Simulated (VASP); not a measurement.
# Aluminum: which input changes matter, part 2 of 2

Aim: change the input of a sound run on Aluminum piece by piece and see what each change does. All runs use LDA. The start is a cell from a database of measured crystal structures.

VASP 6.6.1; LDA; plane waves and PAW (Al).

Still holding for the runs below: This run has no spin polarisation. Its electron count is odd, so without a moment it is a metal by construction. The k-mesh is coarse for a metal.

So far. Step 5 (Self-consistent run (LDA) with a changed input, try 2): Against the reference run the energy at zero smearing moves by +0.89 meV an atom and the pressure by -0.01 GPa. Step 6 (Relaxing cell and atoms (LDA) with a changed input): It ends with forces that vanish by symmetry.

## Step 7: Full relaxation (LDA) with a changed input

This run is made with a changed input; what comes of it follows.

File INCAR:

```
SYSTEM = Al
PREC = Accurate
ENCUT = 400
EDIFF = 1E-06
NELM = 64
ISMEAR = -1
SIGMA = 0.05
LREAL = .FALSE.
ALGO = Normal
GGA = CA
NBANDS = 7
LORBIT = 11
LWAVE = .FALSE.
LCHARG = .FALSE.
KPAR = 2
IBRION = 1
NSW = 30
ISIF = 3
EDIFFG = -0.01
POTIM = 2
```

File POSCAR:

```
Al
1.0
    0.0000000000      2.0248050000      2.0248050000
    2.0248050000      0.0000000000      2.0248050000
    2.0248050000      2.0248050000      0.0000000000
Al
1
Direct
    0.0000000000      0.0000000000      0.0000000000
```

File KPOINTS:

```
Automatic mesh
0
Gamma
11 11 11
0 0 0
```

PAW data sets: Al (LDA family, release 64).

On the command line:

```
$ mpirun -np 2 vasp_std
```

The log of the run:

```text
[... set-up lines as in an earlier step ...]
 entering main loop
       N       E                     dE             d eps       ncg     rms          rms(c)
[... 9 cycles as in an earlier step ...]
   1 F= -.41923184E+01 E0= -.41903031E+01  d E =-.419232E+01
 BRION: g(F)=  0.000E+00 g(S)=  0.817E-01
 bond charge predicted
       N       E                     dE             d eps       ncg     rms          rms(c)
DAV:   1    -0.406959330682E+01    0.12273E+00   -0.26049E+00  1036   0.786E+00    0.134E+00
DAV:   2    -0.405578407756E+01    0.13809E-01   -0.12282E-02   959   0.927E-01    0.521E-01
DAV:   3    -0.404688821847E+01    0.88959E-02   -0.25357E-03  1036   0.224E-01    0.150E-01
DAV:   4    -0.404647082699E+01    0.41739E-03   -0.17564E-04  1141   0.602E-02    0.104E-01
DAV:   5    -0.404647000563E+01    0.82135E-06   -0.80492E-07  1043   0.637E-03
   2 F= -.40464700E+01 E0= -.40449772E+01  d E =0.145848E+00
[...]
3 F= -.42010709E+01 E0= -.41990857E+01  d E =-.154601E+00
[...]
4 F= -.42013213E+01 E0= -.41993412E+01  d E =-.250387E-03
 BRION: g(F)=  0.518E-65 g(S)=  0.660E-04 retain N=  1 mean eig= 0.21
 eig:   0.206
 bond charge predicted
       N       E                     dE             d eps       ncg     rms          rms(c)
DAV:   1    -0.420132871212E+01   -0.71765E-05   -0.80761E-05  1008   0.403E-02    0.666E-03
DAV:   2    -0.420132824510E+01    0.46703E-06   -0.42396E-07   763   0.513E-03
   5 F= -.42013282E+01 E0= -.41993493E+01  d E =-.697866E-05
 BRION: g(F)=  0.231E-65 g(S)=  0.520E-06 retain N=  1 mean eig= 0.23
 eig:   0.226
 reached required accuracy - stopping structural energy minimisation
```

Wall time 4.4 s (2 MPI ranks of AMD EPYC 9R14 (Zen 4), shared host); peak memory 0.18 GiB.

OUTCAR, selected parts (step 7):

```text
   NELECT =       3.0000    total number of electrons

 E-fermi :   8.2275

 k-point     1 :       0.0000    0.0000    0.0000
  band No.  band energies     occupation
      1      -3.1626      2.00000
      2      21.0165      0.00000
      3      21.0165      0.00000
      4      21.0165      0.00000
      5      22.6535      0.00000
      6      22.6535      0.00000
    ...

  Total       -0.0009474     -0.0009474     -0.0009474      0.0000000     -0.0000000     -0.0000000
  in kB       -0.0958319     -0.0958319     -0.0958319      0.0000000     -0.0000000     -0.0000000
  external PRESSURE =      -0.0958319 kB  Pullay stress =       0.0000000 kB

 POSITION                                       TOTAL-FORCE (eV/Angst)
 -----------------------------------------------------------------------------------
     -0.00000     -0.00000      0.00000        -0.000000     -0.000000     -0.000000
 -----------------------------------------------------------------------------------
    total drift:                               -0.000000     -0.000000     -0.000000

  FREE ENERGIE OF THE ION-ELECTRON SYSTEM (eV)
  ---------------------------------------------------
  free  energy   TOTEN  =        -4.2013282451 eV

  energy  without entropy=       -4.1973704302  energy(sigma->0) =       -4.19934934

[... 8 parts as in an earlier step ...]

[... 10 further parts left out ...]
```

CONTCAR:

```
Al
   1.00000000000000
    -0.0000000000000002    1.9933010685522901    1.9933010685522901
     1.9933010685522901    0.0000000000000001    1.9933010685522896
     1.9933010685522898    1.9933010685522894    0.0000000000000000
  Al
     1
Direct
     0.0000000000000000    0.0000000000000000   -0.0000000000000000
```

The run converged. In volume (within 0.3 %) and energy (within 2 meV an atom) it ends like the sound relaxation.

Settings moved from the usual: NELM = 64, NSW = 30, POTIM = 2.0 and IBRION = 1.

## Step 8: A single point (LDA) with a changed input

A single point gives energy, forces and stress at these settings. Some settings are moved from the usual, to see what they do.

File INCAR:

```
SYSTEM = Al
PREC = Accurate
ENCUT = 400
EDIFF = 1E-06
NELM = 100
ISMEAR = -1
SIGMA = 0.05
LREAL = .FALSE.
ALGO = Normal
GGA = CA
NBANDS = 7
LORBIT = 11
LWAVE = .FALSE.
LCHARG = .FALSE.
KPAR = 2
ISIF = 2
BMIX = 0.5
```

POSCAR is that of step 7.

KPOINTS is that of step 7.

On the command line:

```
$ mpirun -np 2 vasp_std
```

The log of the run:

```text
[... set-up lines as in an earlier step ...]
 entering main loop
       N       E                     dE             d eps       ncg     rms          rms(c)
[... 5 cycles as in an earlier step ...]
DAV:   6    -0.420225389483E+01    0.18744E-01   -0.33304E-03  1043   0.259E-01    0.735E-01
DAV:   7    -0.419234017312E+01    0.99137E-02   -0.62041E-03  1008   0.347E-01    0.121E-01
DAV:   8    -0.419231848035E+01    0.21693E-04   -0.19330E-05  1155   0.345E-02    0.141E-02
DAV:   9    -0.419231839903E+01    0.81323E-07   -0.18524E-07  1043   0.269E-03
   1 F= -.41923184E+01 E0= -.41903031E+01  d E =-.403050E-02
```

Run time: 2.2 s. Hardware: 2 MPI ranks; peak memory 0.16 GiB; 2.9 s of CPU time.

OUTCAR, selected parts (step 8):

```text
   NELECT =       3.0000    total number of electrons

 E-fermi :   7.7422

 k-point     2 :       0.0909    0.0000    0.0000
  band No.  band energies     occupation
      1      -3.1072      2.00000
      2      17.3385      0.00000
      3      19.5796      0.00000
      4      19.5796      0.00000
      5      22.3279      0.00000
      6      22.5498      0.00000
    ...

  Total       -0.3758689     -0.3758689     -0.3758689      0.0000000      0.0000000      0.0000000
  in kB      -36.2716586    -36.2716586    -36.2716586      0.0000000      0.0000000      0.0000000
  external PRESSURE =     -36.2716586 kB  Pullay stress =       0.0000000 kB

  FREE ENERGIE OF THE ION-ELECTRON SYSTEM (eV)
  ---------------------------------------------------
  free  energy   TOTEN  =        -4.1923183990 eV

  energy  without entropy=       -4.1882878966  energy(sigma->0) =       -4.19030315

[... 12 parts as in an earlier step ...]

[... 6 further parts left out ...]
```

BMIX acts on the way to self-consistency or on speed; a fully converged result doesn't depend on them, though slow mixing can meet EDIFF with the stress still off.

Numbers from this step:

```yaml
scf_cycles: 9
irreducible_k_points: 56
free_energy_toten: -4.192 eV
energy_at_zero_smearing: -4.190 eV
fermi_energy: 7.742 eV
pressure: -3.627 GPa
```

Energy and pressure equal those of the reference run, within 0.01 meV an atom and 0.01 GPa.

## Step 9: Relaxing cell and atoms (LDA)

Properties are meant for the cell that this level of theory prefers, so cell and atoms are relaxed first (ISIF = 3) until forces and stress are small; EDIFFG sets the threshold.

INCAR: that of step 8 with these lines changed.

```diff
@@ -15,3 +15,5 @@
 KPAR = 2
-ISIF = 2
-BMIX = 0.5
+IBRION = 2
+NSW = 60
+ISIF = 3
+EDIFFG = -0.01
```

POSCAR is that of step 8.

KPOINTS is that of step 8.

On the command line:

```
$ mpirun -np 2 vasp_std
```

The log of the run:

```text
[... set-up lines as in an earlier step ...]
 entering main loop
       N       E                     dE             d eps       ncg     rms          rms(c)
[... 9 cycles as in an earlier step ...]
   1 F= -.41923184E+01 E0= -.41903031E+01  d E =-.419232E+01
 curvature:   0.00 expect dE= 0.000E+00 dE for cont linesearch  0.000E+00
 trial: gam= 0.00000 g(F)=  0.000E+00 g(S)=  0.204E-01 ort = 0.000E+00 (trialstep = 0.100E+01)
 search vector abs. value=  0.204E-01
 bond charge predicted
       N       E                     dE             d eps       ncg     rms          rms(c)
DAV:   1    -0.420256539274E+01   -0.10247E-01   -0.15676E-01  1001   0.178E+00    0.305E-01
DAV:   2    -0.420166807341E+01    0.89732E-03   -0.82436E-04   959   0.223E-01    0.125E-01
DAV:   3    -0.420108651605E+01    0.58156E-03   -0.24002E-04  1036   0.654E-02    0.345E-02
DAV:   4    -0.420106582809E+01    0.20688E-04   -0.11078E-05  1120   0.144E-02    0.232E-02
DAV:   5    -0.420106573693E+01    0.91155E-07   -0.64363E-08   721   0.192E-03
   2 F= -.42010657E+01 E0= -.41990930E+01  d E =-.874736E-02
 trial-energy change:   -0.008747  1 .order   -0.008391   -0.020427    0.003646
 step:   0.8593(harm=  0.8486)  dis= 0.00000  next Energy=    -4.201321 (dE=-0.900E-02)
 bond charge predicted
       N       E                     dE             d eps       ncg     rms          rms(c)
DAV:   1    -0.420135653295E+01   -0.29070E-03   -0.29858E-03  1001   0.244E-01    0.419E-02
DAV:   2    -0.420133943847E+01    0.17094E-04   -0.16087E-05   966   0.314E-02    0.175E-02
DAV:   3    -0.420132827287E+01    0.11166E-04   -0.45954E-06  1015   0.898E-03    0.466E-03
DAV:   4    -0.420132791943E+01    0.35343E-06   -0.17938E-07   497   0.188E-03
   3 F= -.42013279E+01 E0= -.41993489E+01  d E =-.900954E-02
 curvature:  -0.42 expect dE=-0.227E-07 dE for cont linesearch -0.227E-07
 trial: gam= 0.00000 g(F)=  0.195E-65 g(S)=  0.538E-07 ort =-0.331E-04 (trialstep = 0.972E+00)
 search vector abs. value=  0.539E-07
 reached required accuracy - stopping structural energy minimisation
```

Elapsed: 3.2 s, on 2 MPI ranks; peak memory 0.18 GiB; 5.2 s of CPU time.

Parts of OUTCAR (step 9):

```text
   NELECT =       3.0000    total number of electrons

 E-fermi :   8.2279

 k-point     1 :       0.0000    0.0000    0.0000
  band No.  band energies     occupation
      1      -3.1625      2.00000
      2      21.0170      0.00000
      3      21.0170      0.00000
      4      21.0170      0.00000
      5      22.6544      0.00000
      6      22.6544      0.00000
    ...

  Total        0.0006094      0.0006094      0.0006094     -0.0000000      0.0000000     -0.0000000
  in kB        0.0616479      0.0616479      0.0616479     -0.0000000      0.0000000     -0.0000000
  external PRESSURE =       0.0616479 kB  Pullay stress =       0.0000000 kB

 POSITION                                       TOTAL-FORCE (eV/Angst)
 -----------------------------------------------------------------------------------
      0.00000      0.00000      0.00000        -0.000000      0.000000      0.000000
 -----------------------------------------------------------------------------------
    total drift:                               -0.000000     -0.000000      0.000000

  FREE ENERGIE OF THE ION-ELECTRON SYSTEM (eV)
  ---------------------------------------------------
  free  energy   TOTEN  =        -4.2013279194 eV

  energy  without entropy=       -4.1973699547  energy(sigma->0) =       -4.19934894

[... 9 parts as in an earlier step ...]

[... 9 further parts left out ...]
```

CONTCAR:

```
Al
   1.00000000000000
     0.0000000000000000    1.9932703815321484    1.9932703815321484
     1.9932703815321484   -0.0000000000000000    1.9932703815321484
     1.9932703815321484    1.9932703815321484   -0.0000000000000000
  Al
     1
Direct
     0.0000000000000000    0.0000000000000000    0.0000000000000000
```

Relaxation path:

```csv
step,energy less that of the first step (eV),largest force (eV/Å),pressure (GPa),volume (Å³)
1,0.0000,0.0000,-3.63,16.60
2,-0.0087,0.0000,0.68,15.72
3,-0.0090,0.0000,0.01,15.84
```

```csv
"conventional cell, symmetrised",before,after,change
a (Å),4.050,3.987,-1.6 %
b (Å),4.050,3.987,-1.6 %
c (Å),4.050,3.987,-1.6 %
volume (Å³/atom),16.60,15.84,-4.6 %
```

The relaxed structure:

```
Al
1.0
     0.00000    1.99327    1.99327
     1.99327    0.00000    1.99327
     1.99327    1.99327    0.00000
Al
1
Direct
  0.00000 0.00000 0.00000
```

Numbers from this step:

```yaml
free_energy_toten: -4.201 eV
energy_at_zero_smearing: -4.199 eV
fermi_energy: 8.228 eV
pressure: 0.006165 GPa
scf_cycles_over_all_ionic_steps: 18
```

It ends with forces that vanish by symmetry and a pressure of 0.01 GPa.

## Step 10: Side by side

```
                                                                                               changed           job      ended  energy (meV/atom)  pressure (GPa)  volume (%)
                                                                                              ISYM = 1  single point  converged              +0.00           +0.00           -
                                                                                         EDIFF = 1e-13  single point  converged              +0.00           -0.00           -
AMIX = 0.2, BMIX = 0.0001, AMIX_MAG = 0.8, BMIX_MAG = 0.0001, ALGO = VeryFast, ISMEAR = 2, SIGMA = 0.1  single point  converged              +0.89           -0.01           -
                                                              ISIF = 5, KSPACING = 0.2, EDIFFG = 0.001    relaxation  converged                  -               -        +4.8
                                                                               POTIM = 2.0, IBRION = 1    relaxation  converged                  -               -        +0.0
                                                                                            BMIX = 0.5  single point  converged              -0.00           -0.00           -
```

## Step 11: Summary of results

| Quantity | Value |
| --- | --- |
| ISYM = 1 (single point) | converged, +0.00 meV/atom |
| EDIFF = 1e-13 (single point) | converged, +0.00 meV/atom |
| AMIX = 0.2, BMIX = 0.0001, AMIX_MAG = 0.8, BMIX_MAG = 0.0001, ALGO = VeryFast, ISMEAR = 2, SIGMA = 0.1 (single point) | converged, +0.89 meV/atom |
| ISIF = 5, KSPACING = 0.2, EDIFFG = 0.001 (relaxation) | converged, volume +4.8 % |
| POTIM = 2.0, IBRION = 1 (relaxation) | converged, volume +0.0 % |
| BMIX = 0.5 (single point) | converged, -0.00 meV/atom |

**Reading.** Changes that converge quietly and move the result by over 10 meV an atom or 1 % in volume: ISIF = 5, KSPACING = 0.2, EDIFFG = 0.001. Changes with no effect beyond 1 meV an atom and 0.1 GPa here: ISYM = 1; EDIFF = 1e-13; AMIX = 0.2, BMIX = 0.0001, AMIX_MAG = 0.8, BMIX_MAG = 0.0001, ALGO = VeryFast, ISMEAR = 2, SIGMA = 0.1; BMIX = 0.5. Differences of single points are from the reference run, and of volumes from the sound relaxation. The k-sampling is coarse for a metal, so the Fermi level, pressures and the shape of the cell carry errors.

[Lines on the potential files, build, host, timing and source positions are cut from VASP's logs without a mark.]

[Logs are printed without paths, hosts, clocks, repeated set-up lines and the standing remarks that a program may print on its own settings, such as how far it seeks lower states.]

[Hosts, paths, dates, database ids (printed as entryN), source tags and the programs' standing remarks are cut or masked in the printed files.]

[A measured line is paired with the nearest computed mode of its activity, which favours agreement.]

[In band tables of VASP the shares of atoms and orbitals are scaled to a sum of 1 inside the atoms' spheres.]
